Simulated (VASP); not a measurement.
Zr3MoC:

```
CELL_PARAMETERS angstrom
4.94251 0.00000 0.00000
0.00000 4.94251 0.00000
0.00000 0.00000 4.94251
ATOMIC_POSITIONS crystal
Zr 0.50000 0.00000 0.00000
Zr 0.00000 0.50000 0.00000
Zr 0.00000 0.00000 0.50000
Mo 0.00000 0.00000 0.00000
C 0.50000 0.50000 0.50000
```

The cell was built by a generator and needn't be a form met in nature.

| Item | Value |
| --- | --- |
| Program | VASP 6.6.1 |
| Task | relaxation of cell and atoms |
| Functional | BLYP |
| Potentials or basis | VASP PAW PBE potentials, release 64 (Zr_sv, Mo_sv, C) |
| Cutoff | 600 eV |
| k mesh | 5 × 5 × 5 |
| Occupations | fermi-dirac, width 0.05 eV |
| Spin | no spin polarisation |

At the start: pressure 4.6 GPa; volume 24.15 Å³/atom.

**Question.** How do energy, volume and symmetry change on relaxing?

**Answer.** Over 3 steps the energy falls by 20.5 meV/atom and the volume is 25.64 Å³/atom (+6.2 %); space group Pm-3m (No. 221, to 0.05 Å).

The path:
```
step  energy change (eV)  largest force (eV/Å)  pressure (GPa)  volume (Å³)
   1              0.0000                0.0000            4.64       120.74
   2             -0.0595                0.0000           -2.54       133.38
   3             -0.1023                0.0000           -0.02       128.18
```

Final structure:
```
CELL_PARAMETERS angstrom
5.04200 0.00000 0.00000
0.00000 5.04200 0.00000
0.00000 0.00000 5.04200
ATOMIC_POSITIONS crystal
Zr 0.50000 0.00000 0.00000
Zr 0.00000 0.50000 0.00000
Zr 0.00000 0.00000 0.50000
Mo 0.00000 0.00000 0.00000
C 0.50000 0.50000 0.50000
```

Caveat: the PAW data sets were made with another functional, which shifts forces and pressure a little.
